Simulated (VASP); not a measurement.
NaCl (space group Fm-3m): the measured cell of entry 7132177 of the Crystallography Open Database is

```xyz
2
Lattice="0.0000 2.8178 2.8178 2.8178 0.0000 2.8178 2.8178 2.8178 0.0000" Properties=species:S:1:pos:R:3 pbc="T T T"
Cl     0.0000     0.0000     0.0000
Na     2.8178     2.8178     2.8178
```

All values below come from PBEsol GGA, VASP's PBE PAW potentials (set 64) (plane waves; VASP). Run with 400 eV cut-off, 9×9×9 Γ-centred mesh, tetrahedra with Blöchl corrections, potentials Cl Na_pv.

The calculation is for a static lattice at zero pressure; the measurement, at 295 K, holds thermal and zero-point expansion. The entry's conditions were not checked, so it may have been measured under pressure.

Q: How far does the relaxed conventional cell lie from the measured one?

A: 
```csv
,measured,computed,difference
a (Å),5.636,5.592,-0.8 %
V (Å³/atom),22.37,21.86,-2.3 %
```

The structure comes from a measured NaCl entry (Fm-3m) of the Crystallography Open Database, whose conditions weren't checked. It was relaxed first. Symmetry was kept, so distortions that lower it aren't found.
